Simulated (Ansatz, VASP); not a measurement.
ScF3 in VASP and in Ansatz

```
Sc F
1.0
     4.17295    0.00000    0.00000
     0.00000    4.17295    0.00000
     0.00000    0.00000    4.17295
Sc F
1 3
Cartesian
  0.0000 0.0000 0.0000
  2.0865 0.0000 0.0000
  0.0000 2.0865 0.0000
  0.0000 0.0000 2.0865
```

Change from the starting cell: strain +0.040 along x and y, +0.040 along z, atoms carried along.

Alike in both runs: task single point; functional LDA; k mesh 6 × 6 × 6; occupations gaussian, width 0.05 eV; no spin polarisation.

|  | VASP | Ansatz |
| --- | --- | --- |
| version | VASP 6.6.1 | Ansatz 0.2.0 |
| potentials or method | VASP PAW LDA potentials, release 64 (Sc_sv, F) | scalar-relativistic, plane waves, PAW |
| plane-wave cutoff (eV) | 520 | 420 |
| valence electrons in the cell | 32 | 32 |

```tsv
	VASP	Ansatz	Ansatz less VASP
gap on the k mesh at the Fermi level (eV)	5.58	5.60	+0.025
least direct gap on the mesh (eV)	6.06	6.09	+0.025
pressure (GPa)	-11.0	-11.3	-0.35
```

A k mesh can miss the band edges.
